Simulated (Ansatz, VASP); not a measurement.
# NaBI: VASP beside Ansatz

```
Na B I
1.0
     4.00854    0.00000    0.00000
     0.00000    4.00854    0.00000
     0.00000    0.00000    4.74357
Na B I
1 1 1
Direct
  0.50000 0.50000 0.50000
  0.00000 0.00000 0.50000
  0.00000 0.00000 0.00000
```

Alike in both runs: task relaxation of cell and atoms; functional PBE; k mesh 12 × 12 × 10; occupations gaussian, width 0.1 eV; no spin polarisation.

```csv
,VASP,Ansatz
version,VASP 6.6.1,Ansatz 0.2.0
potentials or method,"VASP PAW PBE potentials, release 64 (Na_pv, B, I)","scalar-relativistic, plane waves, PAW"
plane-wave cutoff (eV),600,420
valence electrons in the cell,17,29
```

|  | VASP | Ansatz | Ansatz less VASP |
| --- | --- | --- | --- |
| gap on the k mesh at the Fermi level, each at its own relaxed structure (eV) | none | none | - |
| relaxed volume (Å³/atom) | 25.18 | 25.18 | -0.003 |
| relaxed cell length with the largest relative difference (Å) | 4.762 | 4.765 | +0.0030 |

A gap of «none» marks a metal or a gap that the smearing closes. The two sets of potentials don't hold the same shells in valence.

Caveats: an odd number of electrons without spin polarisation forces a metal; a magnetic or distorted state may lie lower. The runs have no spin-orbit coupling, so splittings on I are missing.
